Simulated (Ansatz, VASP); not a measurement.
# Cross-check of AlBPN between VASP and Ansatz

One calculation is typed for both programs; each brings its own data sets. How far apart do they land? The cell is generated by rule, not measured, and may not be a known phase. The cell is taken from a series of runs on this material, whose earlier steps may have relaxed, scaled, displaced or heated it; both programs get it as it stands.

Program: Ansatz 0.2.0. Level of theory: plane waves, with VASP 6.6.1 beside it; single point at LDA. Results are calculated unless marked as measured.

## 1. Starting point

The structure is orthorhombic, space group Pmm2 (No. 25). Conventional cell: a = 3.154 Å, b = 3.154 Å, c = 8.920 Å, α = 90.00°, β = 90.00°, γ = 90.00°. Nearest to Al lie 2 P at 1.93 Å and 2 N at 1.93 Å. Al has 4 N at 1.93 Å nearest. B has 2 N at 1.93 Å and 2 P at 1.93 Å nearest. B has 4 P at 1.93 Å nearest. Nearest to N lie 4 Al at 1.93 Å. Nearest to N lie 2 Al at 1.93 Å and 2 B at 1.93 Å. Farther neighbours and most contacts between anions are not listed.

## 2. VASP: single point, LDA, pair 1

With cell and atoms fixed, the geometry can't cause a difference; cores, projectors, grids and the points listed under the comparison can.

Lines of VASP's logs that name or quote its potential files are left out, and so is its time.

Input file INCAR:

```
SYSTEM = AlBPN
PREC = Accurate
ENCUT = 600
EDIFF = 1E-06
NELM = 120
ISMEAR = 0
SIGMA = 0.1
LREAL = .FALSE.
ALGO = Normal
GGA = PW92
NBANDS = 24
LORBIT = 11
LWAVE = .FALSE.
LCHARG = .FALSE.
ISIF = 2
LASPH = .TRUE.
GGA_COMPAT = .FALSE.
EFERMI = MIDGAP
KPAR = 2
```

Input file POSCAR:

```
AlBPN
1.0
    2.2300000000      2.2300000000      0.0000000000
   -2.2300000000      2.2300000000      0.0000000000
    0.0000000000      0.0000000000      8.9200000000
Al B N P
2 2 2 2
Direct
    0.0000000000      0.0000000000      0.5000000000
    0.5000000000      0.5000000000      0.7500000000
    0.0000000000      0.0000000000      0.0000000000
    0.5000000000      0.5000000000      0.2500000000
    0.5000000000      0.0000000000      0.6250000000
    0.0000000000      0.5000000000      0.8750000000
    0.5000000000      0.0000000000      0.1250000000
    0.0000000000      0.5000000000      0.3750000000
```

Input file KPOINTS:

```
Automatic mesh
0
Gamma
6 6 2
0 0 0
```

Potentials, in the order of the species: Al, B, N and P (LDA family, release 64).

Started as:

```sh
$ mpirun -np 2 vasp_std
```

Numbers of over 12 decimals in the logs are rounded to 6 here.

Log:

```text
[banner, memory and clock lines left out]
running    2 mpi-ranks, on    1 nodes
 distrk:  each k-point on    1 cores,    2 groups
 distr:  one band on    1 cores,    1 groups

 POSCAR found type information on POSCAR AlB N P
 POSCAR found :  4 types and       8 ions
|                                                                             |
|               ----> ADVICE to this user running VASP <----                  |
|                                                                             |
|     You enforced a specific xc type in the INCAR file but a different       |
|     [... a line on the potential file left out ...]
|     I HOPE YOU KNOW WHAT YOU ARE DOING!                                     |
|                                                                             |

 LDA part: xc-table for (Slater(with rela. corr.)+PW92), standard interpolation
 POSCAR, INCAR and KPOINTS ok, starting setup
 FFT: planning ... GRIDC
 FFT: planning ... GRID_SOFT
 FFT: planning ... GRID
 WAVECAR not read
 entering main loop
       N       E                     dE             d eps       ncg     rms          rms(c)
DAV:   1     0.110071253108E+03    0.11007E+03   -0.15918E+04  1536   0.135E+03
DAV:   2    -0.525926269002E+02   -0.16266E+03   -0.15241E+03  2096   0.224E+02
DAV:   3    -0.613243162683E+02   -0.87317E+01   -0.86313E+01  2040   0.528E+01
DAV:   4    -0.614351862440E+02   -0.11087E+00   -0.11077E+00  1832   0.671E+00
DAV:   5    -0.614370484864E+02   -0.18622E-02   -0.18618E-02  2040   0.827E-01    0.154E+01
DAV:   6    -0.565705047247E+02    0.48665E+01   -0.16570E+01  1920   0.245E+01    0.841E+00
DAV:   7    -0.562841890983E+02    0.28632E+00   -0.18230E+00  1864   0.810E+00    0.427E+00
DAV:   8    -0.561591599071E+02    0.12503E+00   -0.47694E-01  1920   0.421E+00    0.169E+00
DAV:   9    -0.561436985985E+02    0.15461E-01   -0.59652E-02  1968   0.157E+00    0.807E-01
DAV:  10    -0.561432036386E+02    0.49496E-03   -0.14598E-02  1896   0.705E-01    0.318E-01
DAV:  11    -0.561430523705E+02    0.15127E-03   -0.28291E-03  1920   0.318E-01    0.782E-02
DAV:  12    -0.561429868125E+02    0.65558E-04   -0.26943E-04  2072   0.117E-01    0.327E-02
DAV:  13    -0.561429904185E+02   -0.36060E-05   -0.75330E-05  1984   0.498E-02    0.178E-02
DAV:  14    -0.561429900314E+02    0.38714E-06   -0.64891E-06  1920   0.170E-02
   1 F= -.56142990E+02 E0= -.56142990E+02  d E =-.273989E-22
```

Parts of OUTCAR (step 2):

```text
ion  position               nearest neighbor table
   1  0.000  0.000  0.500-   5 1.93   8 1.93   8 1.93   5 1.93   2 3.15   2 3.15   2 3.15   2 3.15

  LATTYP: Found a simple tetragonal cell.
 ALAT       =     3.1536962441
 C/A-ratio  =     2.8284271247

 Subroutine GETGRP returns: Found  4 space group operations
 (whereof  4 operations were pure point group operations)

The static configuration has the point symmetry C_2v.

 Found     32 irreducible k-points:

   k-points           NKPTS =     32   k-points in BZ     NKDIM =     32   number of bands    NBANDS=     24

   dimension x,y,z NGX =    28 NGY =   28 NGZ =   72
   dimension x,y,z NGXF=    56 NGYF=   56 NGZF=  144

   ENCUT  =  600.0 eV  44.10 Ry    6.64 a.u.   6.30  6.30 17.82*2*pi/ulx,y,z

   NELECT =      32.0000    total number of electrons

 k-points in reciprocal lattice and weights: Automatic mesh
   0.00000000  0.00000000  0.00000000       0.014
   0.16666667  0.00000000  0.00000000       0.028
   0.00000000  0.16666667  0.00000000       0.028
   0.33333333  0.00000000  0.00000000       0.028
   0.00000000  0.33333333  0.00000000       0.028
   0.50000000  0.00000000  0.00000000       0.014
   0.00000000  0.50000000  0.00000000       0.014
   0.16666667  0.16666667  0.00000000       0.056
   0.33333333  0.16666667  0.00000000       0.056
[...]
-0.33333333  0.50000000  0.50000000       0.028
   0.50000000  0.50000000  0.50000000       0.014

 average (electrostatic) potential at core
       1 -70.0513       2 -70.1098       3 -31.0468       4 -30.2893       5 -60.0990
       6 -60.4976       7 -82.1557       8 -81.6516

 E-fermi :   7.8765

 k-point     1 :       0.0000    0.0000    0.0000
  band No.  band energies     occupation
    ...
     12       4.7029      2.00000
     13       4.7560      2.00000
     14       6.3961      2.00000
     15       6.8118      2.00000
     16       7.2012      2.00000
     17       8.5518      0.00000
     18       8.8849      0.00000
     19       9.6474      0.00000
     20      10.4294      0.00000
     21      11.4183      0.00000
    ...

 k-point     2 :       0.1667    0.0000    0.0000
  band No.  band energies     occupation
    ...
     12       4.8083      2.00000
     13       4.8947      2.00000
     14       5.4085      2.00000
     15       6.0412      2.00000
     16       7.1668      2.00000
     17       9.0896      0.00000
     18      10.0198      0.00000
     19      10.7767      0.00000
     20      11.1302      0.00000
     21      11.6032      0.00000
    ...

 k-point     3 :       0.0000    0.1667    0.0000
  band No.  band energies     occupation
    ...
     12       4.7770      2.00000
     13       4.8680      2.00000
     14       5.3653      2.00000
     15       6.0315      2.00000
     16       6.7148      2.00000
     17       9.2276      0.00000
     18      10.4343      0.00000
     19      10.7032      0.00000
     20      11.2192      0.00000
     21      11.5596      0.00000
    ...

  Total        6.4716140      6.4716140      4.1950280     -7.1705270      0.0000000      0.0000000
  in kB      116.8741904    116.8741904     75.7601578   -129.4962166      0.0000000      0.0000000
  external PRESSURE =     103.1695128 kB  Pullay stress =       0.0000000 kB

  energy-cutoff  :      600.00
  volume of cell :       88.72
      direct lattice vectors                 reciprocal lattice vectors
     2.230000000  2.230000000  0.000000000     0.224215247  0.224215247  0.000000000
    -2.230000000  2.230000000  0.000000000    -0.224215247  0.224215247  0.000000000
     0.000000000  0.000000000  8.920000000     0.000000000  0.000000000  0.112107623

 POSITION                                       TOTAL-FORCE (eV/Angst)
 -----------------------------------------------------------------------------------
      0.00000      0.00000      4.46000         0.000000     -0.000000     10.242064
      0.00000      2.23000      6.69000         0.000000     -0.000000      0.680662
      0.00000      0.00000      0.00000        -0.000000     -0.000000     -2.794429
      0.00000      2.23000      2.23000         0.000000     -0.000000     -0.441708
      1.11500      1.11500      5.57500        -0.000000      0.000000      0.292725
     -1.11500      1.11500      7.80500         0.000000     -0.000000      1.867212
      1.11500      1.11500      1.11500         0.000000     -0.000000     -0.863877
     -1.11500      1.11500      3.34500         0.000000     -0.000000     -8.982648
 -----------------------------------------------------------------------------------
    total drift:                                0.000000     -0.000000      0.000561

  FREE ENERGIE OF THE ION-ELECTRON SYSTEM (eV)
  ---------------------------------------------------
  free  energy   TOTEN  =       -56.1429900314 eV

  energy  without entropy=      -56.1429900314  energy(sigma->0) =      -56.14299003

 total charge
# of ion       s       p       d       tot
------------------------------------------
    1        0.459   0.610   0.000   1.069
    2        0.372   0.420   0.000   0.793
    3        0.630   1.055   0.000   1.685
    4        0.671   1.317   0.000   1.988
    5        1.209   2.553   0.000   3.762
    6        1.206   2.407   0.000   3.613
    7        0.996   1.637   0.000   2.633
    8        1.041   1.888   0.000   2.929
--------------------------------------------------
tot          6.585  11.887   0.000  18.471

[... 3 further parts left out ...]
```

The run ends at a pressure of 10.32 GPa, with forces up to 10 eV/Å.

## 3. Ansatz: single point, LDA, pair 1

Ansatz runs on its default PAW (the set named soft_2) files.

The same cell, functional (in two slightly different forms), mesh and smearing now go to Ansatz, which takes its cutoff from its data sets.

Input file input.yaml:

```yaml
crystal:
  lattice:
    - [2.23, 2.23, 0.0]
    - [-2.23, 2.23, 0.0]
    - [0.0, 0.0, 8.92]
  atoms:
    - { symbol: Al, position: [0.0, 0.0, 0.5] }
    - { symbol: Al, position: [0.5, 0.5, 0.75] }
    - { symbol: B, position: [0.0, 0.0, 0.0] }
    - { symbol: B, position: [0.5, 0.5, 0.25] }
    - { symbol: "N", position: [0.5, 0.0, 0.625] }
    - { symbol: "N", position: [0.0, 0.5, 0.875] }
    - { symbol: P, position: [0.5, 0.0, 0.125] }
    - { symbol: P, position: [0.0, 0.5, 0.375] }
kpoints:
  mp_grid: { grid: [6, 6, 2] }
hamiltonian:
  xc: lda
scf:
  occupations: { method: gaussian, width: 0.1 }
output:
  forces: true
  stress: true
  eigenvalues: true
```

Started as:

```sh
$ ansatz run input.yaml --threads 8 --pin off --max-ram 14336MiB --backend cpu --events-out ev --progress --plain --runs-dir out
```

Log:

```text
Engine: ansatz 0.2.0, aarch64-unknown-linux-gnu
Pseudopotentials: kind: paw
Pseudopotential: Al, paw, valence charge 3, recommended cutoff 420 eV (normal), Al.paw.azcp
Pseudopotential: B, paw, valence charge 3, recommended cutoff 420 eV (normal), B.paw.azcp
Pseudopotential: N, paw, valence charge 5, recommended cutoff 420 eV (normal), N.paw.azcp
Pseudopotential: P, paw, valence charge 5, recommended cutoff 420 eV (normal), P.paw.azcp
Functional definition: SPW92
  exchange = slater_x
  correlation = pw_c
Crystal: 8 atoms, lattice volume = 88.717 Å³
Basis set: ecut = 420 eV, 1717 PW (Γ)
Bands: 24, of which v1, the nominal top of the filled ones, is band 16 counted from 1 (15 counted from 0)
Symmetry: 4 space group operations
Space group: Pmm2 (ITA 25), of the structure as read, at distance tolerance 4.5e-5 Å
k-points: 32 of 72
Non-local potential: Al, projectors of the file, l = 0: 2, l = 1: 2, l = 2: 1
Non-local potential: B, projectors of the file, l = 0: 2, l = 1: 2, l = 2: 1
Non-local potential: N, projectors of the file, l = 0: 2, l = 1: 2, l = 2: 1
Non-local potential: P, projectors of the file, l = 0: 2, l = 1: 2, l = 2: 2
PAW form: soft (Blöchl's): semilocal exchange-correlation on the pseudo side does not see the compensation charge
PAW frozen core: Al, regenerated for the run's functional, and the local potential with it (the file was generated under x = pbe(κ = 0.804, μ = 0.219515), c = pbe(β = 0.066725))
PAW frozen core: B, regenerated for the run's functional, and the local potential with it (the file was generated under x = pbe(κ = 0.804, μ = 0.219515), c = pbe(β = 0.066725))
PAW frozen core: N, regenerated for the run's functional, and the local potential with it (the file was generated under x = pbe(κ = 0.804, μ = 0.219515), c = pbe(β = 0.066725))
PAW frozen core: P, regenerated for the run's functional, and the local potential with it (the file was generated under x = pbe(κ = 0.804, μ = 0.219515), c = pbe(β = 0.066725))
PAW one-centre angular grid: Al, 110 points (default); XC on 64 Gauss nodes
PAW one-centre angular grid: B, 110 points (default); XC on 64 Gauss nodes
PAW one-centre angular grid: N, 110 points (default); XC on 64 Gauss nodes
PAW one-centre angular grid: P, 110 points (default); XC on 64 Gauss nodes
Initial density: superposition of atomic densities (neutral atoms: chi_scale 0, normalization atom), corrected by the library's trained network
Initial wavefunctions: pseudopotential atomic-orbital guess
Functional: x = slater, c = lda
SCF iter   1: F=—  HF=-3527.488135 eV  |F-HF|=—  |Δ(HF+E_count)|=         —  Δρ=8.37e-3  dr2=1.22e-1  ethr=1.77e-3  ⟨swp⟩=7.6  Hψ=4892  notcnv=0
preconditioner: auto → Resta (q_TF=auto, 2.302 Å⁻¹)  ε∞=5.1  [insulator: Δε(μ)=1.304 eV  Ē_g=11.074 eV  σ=0.100 eV  W_gap=1.00  n_scr=18 (ndim 8)  ℏωp=22.3 eV  f_vac=0.000  D(μ)=0.00/eV (n_scr^D=0)  ε∞_Penn≈5.1]
SCF iter   2: F=—  HF=-3527.467941 eV  |F-HF|=—  |Δ(HF+E_count)|=   2.02e-2  Δρ=3.80e-3  dr2=3.36e-2  ethr=3.80e-4  ⟨swp⟩=1.0  Hψ=1024  notcnv=0  defer=4
SCF iter   3: F=—  HF=-3527.461256 eV  |F-HF|=—  |Δ(HF+E_count)|=   6.68e-3  Δρ=7.67e-4  dr2=7.31e-4  ethr=1.05e-4  ⟨swp⟩=2.2  Hψ=842  notcnv=0  defer=1
automatic band count: iteration 3 solves 23 bands in place of 24: the levels show a gap, and the empty bands left out lie too high to hold charge; the band table lists the bands solved (type scf.n_extra_bands for more)
SCF iter   4: F=—  HF=-3527.461123 eV  |F-HF|=—  |Δ(HF+E_count)|=   1.33e-4  Δρ=1.94e-4  dr2=4.88e-5  ethr=2.28e-6  ⟨swp⟩=2.6  Hψ=1169  notcnv=0  defer=1
SCF iter   5: F=—  HF=-3527.461111 eV  |F-HF|=—  |Δ(HF+E_count)|=   1.18e-5  Δρ=4.17e-5  dr2=1.95e-6  ethr=1.53e-7  ⟨swp⟩=2.4  Hψ=1157  notcnv=0  defer=23
SCF iter   6: F=-3527.461111 eV  HF=-3527.461111 eV  |F-HF|=4.28e-8  |Δ(HF+E_count)|=   3.68e-7  Δρ=1.06e-5  dr2=7.68e-8  ethr=3.13e-10  ⟨swp⟩=9.8  Hψ=4317  notcnv=0
SCF 1 converged in 6 iterations: F = -3527.461111 eV  dr2 = 7.68e-8
  greatest PAW one-centre occupation: 0.801 electrons in one spin orbital (limit 2), on the P atom at site 7 (counted from 0), in its partial waves of l = 0
SCF converged after 6 iterations
Free energy (F): -3527.461111 eV
Harris-Foulkes:  -3527.461111 eV  (|F-HF|=4.28e-8)
Internal energy: -3527.461111 eV  (E = F + TS)
E sigma→0 (E₀):  -3527.461111 eV
Fermi energy:    9.194361 eV
--- Per-component energies (eV) ---
  E_band       = 68.024162
  E_kinetic    = 560.342544
  E_local      = -583.640238  (includes V_loc(G=0)·N_el)
  E_nonlocal   = 214.623085
  E_hartree    = 182.445807
  E_xc         = -390.084422
  E_vxc        = -416.027373  (∫ρ·V_xc dr)
  E_paw        = -2349.808278  (= ΣΔE_a)
  E_vpaw       = -72.167580  (= ΣTr[D̂ρ^β])
  E_aug_tail   = 0.000174  (compensation charges beyond the density's cutoff)
  E_ewald      = -1161.937676
  E_core_change = 0.597893  (= ΣΔE_core)
  E_smearing   = -0.000000  (= −TS)
  E_closure    = 0.000000  (closes the sum)
  Σ components = -3527.461111   (vs F -3527.461111, Δ=0.00e0)
--- Forces (eV/Å), atoms counted from 1 ---
  atom   1  Al    -0.00000000     0.00000000    10.22621027
  atom   2  Al     0.00000000     0.00000000     0.67688471
  atom   3  B      0.00000000    -0.00000000    -2.81712343
  atom   4  B     -0.00000000    -0.00000000    -0.43816378
  atom   5  N      0.00000000    -0.00000000     0.28299414
  atom   6  N     -0.00000000    -0.00000000     1.85760984
  atom   7  P     -0.00000000    -0.00000000    -0.86311575
  atom   8  P      0.00000000    -0.00000000    -8.92545265
  max |Σ_I F_I| component: 1.57e-4 eV/Å
--- Stress (GPa, compression-positive) ---
       11.667408     -12.851596       0.000000
      -12.851596      11.667408      -0.000000
        0.000000      -0.000000       7.557924
  P = ⅓ Tr σ = 10.2976 GPa (102.976 kbar)
--- Band table (eV; the first three rows and the last of 32) ---
  k-point 0: bands = [... 12 lower, 6.0773, 7.7182, 8.1345, 8.5159, 9.8734, 10.2101, 10.9687, 11.7510, ... 3 higher]
  k-point 1: bands = [... 12 lower, 6.5963, 6.7200, 7.9363, 8.3229, 9.9256, 10.6083, 10.8051, 11.5081, ... 3 higher]
  k-point 2: bands = [... 12 lower, 6.1913, 6.6834, 7.3512, 8.0374, 10.5496, 11.7553, 12.0244, 12.5324, ... 3 higher]
  k-point 31: bands = [... 12 lower, 4.3590, 4.6015, 4.6341, 4.7027, 10.6929, 11.2785, 11.5222, 11.8726, ... 3 higher]
```

The column dr2 measures how far the density is from self-consistency, as an energy; F and HF (Harris–Foulkes) agree once it is small.

The run ends at a pressure of 10.30 GPa, with forces up to 10 eV/Å.

## 4. Side by side

Known differences besides the potentials themselves: the cutoff is 420 eV in Ansatz and 600 eV in VASP; VASP's log shows a relativistic correction to its local exchange, Ansatz's none. Total energies have different zeros and are not compared.

The two programs side by side:

| quantity | Ansatz | VASP | difference |
| --- | --- | --- | --- |
| pressure (GPa) | 10.30 | 10.32 | -0.02 |
| gap on the k mesh (eV) | 1.357 | 1.351 | +0.007 |

Forces (eV/Å; atoms numbered as in POSCAR):

| atom | Ansatz x, y, z | VASP x, y, z |
| --- | --- | --- |
| Al1 | 0.000, 0.000, 10.226 | 0.000, 0.000, 10.242 |
| Al2 | 0.000, 0.000, 0.677 | 0.000, 0.000, 0.681 |
| B3 | 0.000, 0.000, -2.817 | 0.000, 0.000, -2.794 |
| B4 | 0.000, 0.000, -0.438 | 0.000, 0.000, -0.442 |
| N5 | 0.000, 0.000, 0.283 | 0.000, 0.000, 0.293 |
| N6 | 0.000, 0.000, 1.858 | 0.000, 0.000, 1.867 |
| P7 | 0.000, 0.000, -0.863 | 0.000, 0.000, -0.864 |
| P8 | 0.000, 0.000, -8.925 | 0.000, 0.000, -8.983 |

The forces differ by 13 meV/Å r.m.s., which is 0.5 % of the r.m.s. force of 2.875 eV/Å (both taken over all components). A gap on the mesh is an upper bound, since the band edges may lie between its points.

## 5. Ansatz: single point, LDA, pair 2

A single point gives forces, pressure and levels at one fixed geometry, so differences don't come from the geometry; what else differs is listed under the comparison. The cell compared in this pair holds 87.77 Å³, against 88.72 Å³ for the pair before.

The cell is taken from a series of runs on this material, whose earlier steps may have relaxed, scaled, displaced or heated it; both programs get it as it stands.

Input file input.yaml:

```yaml
crystal:
  lattice:
    - [2.2381147998, 2.2381147998, 0.0]
    - [-2.1700482452, 2.1700482452, 0.0]
    - [0.0, 0.0, 9.0354674816]
  atoms:
    - { symbol: Al, position: [0.0, -0.0019541431, 0.5384568651] }
    - { symbol: Al, position: [0.5, 0.491829181, 0.771045558] }
    - { symbol: B, position: [0.0, 0.0456187781, 0.9766086738] }
    - { symbol: B, position: [0.5, 0.5055379511, 0.2284562538] }
    - { symbol: "N", position: [0.5, -0.0093374657, 0.6498554086] }
    - { symbol: "N", position: [0.0, 0.473887872, 0.8848558858] }
    - { symbol: P, position: [0.5, 0.004739895, 0.1018511609] }
    - { symbol: P, position: [0.0, 0.5022571649, 0.3488701939] }
kpoints:
  mp_grid: { grid: [12, 12, 4] }
hamiltonian:
  xc: lda
scf:
  occupations: { method: methfessel_paxton, width: 0.15 }
output:
  forces: true
  stress: true
  eigenvalues: true
  write_density: true
  write_potential: true
  elf: true
  volumetric_format: npy
```

Log:

```text
[...]
Crystal: 8 atoms, lattice volume = 87.767 Å³
Basis set: ecut = 420 eV, 1699 PW (Γ)
Bands: 24, of which v1, the nominal top of the filled ones, is band 16 counted from 1 (15 counted from 0)
Symmetry: 2 space group operations
[...]
k-points: 182 of 576 (time reversal used)
[...]
k-point 0: bands = [... 12 lower, 6.7820, 8.0143, 8.9196, 9.8039, 10.5248, 10.7537, 11.7182, 11.9692, ... 4 higher]
  k-point 1: bands = [... 12 lower, 6.8017, 7.6333, 8.8803, 9.7827, 10.6159, 10.8041, 11.6843, 11.9904, ... 4 higher]
  k-point 2: bands = [... 12 lower, 6.7437, 7.0942, 8.8407, 9.7777, 10.6409, 10.8858, 11.6472, 12.0158, ... 4 higher]
  k-point 181: bands = [... 12 lower, 4.5404, 4.6492, 4.8268, 4.9313, 10.4071, 11.4986, 11.9331, 12.3875, ... 4 higher]
[key lines of the parts left out:]
SCF converged after 9 iterations
Free energy (F): -3530.392916 eV
Fermi energy:    10.416866 eV
P = ⅓ Tr σ = 1.3996 GPa (13.996 kbar)
```

The run ends at a pressure of 1.40 GPa, with forces up to 0.55 eV/Å.

[end of part 1 of 2]

[Lines on the potential files, build, host, timing and source positions are cut from VASP's logs without a mark.]

[Logs are printed without paths, hosts, clocks, repeated set-up lines and the standing remarks that a program may print on its own settings, such as how far it seeks lower states.]

[Hosts, paths, dates, database ids (printed as entryN), source tags and the programs' standing remarks are cut or masked in the printed files.]
